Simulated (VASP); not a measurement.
Here is the system:

```
Cl
1.0
    1.52000    -4.80642     0.00000
    1.52000     4.80642     0.00000
    0.00000     0.00000     4.01495
Cl
4
Direct
  0.39832   0.60168   0.58056
  0.60168   0.39832   0.41944
  0.89832   0.10168   0.91944
  0.10168   0.89832   0.08056
```

Computed with PBE GGA, VASP's PBE PAW potentials (set 64) (plane waves; VASP). Settings: 400 eV cut-off, 7×7×5 Γ-centred mesh, Gaussian smearing of 0.050 eV, potentials Cl.

Problem. Estimate the energy per atom (σ→0), pressure, largest force, band gap (on the k-mesh) with the smallest direct gap where there is one.

Solution. 
```yaml
band gap (on the k-mesh): none (metal, semimetal or under 0.01 eV)
energy per atom (σ→0): 1.357 eV/atom
pressure: 76.55 GPa
largest_force: 7.589 eV/Å
```

Total energies compare only between runs with the same potentials, cut-off and functional.

The structure was generated: Cl was put into the black-P type (Cmce), which need not be its known phase. The cell was not relaxed at this level. The k-mesh is coarse (spacing up to 0.31 per Å, 2π included), so the numbers may not be converged in it.
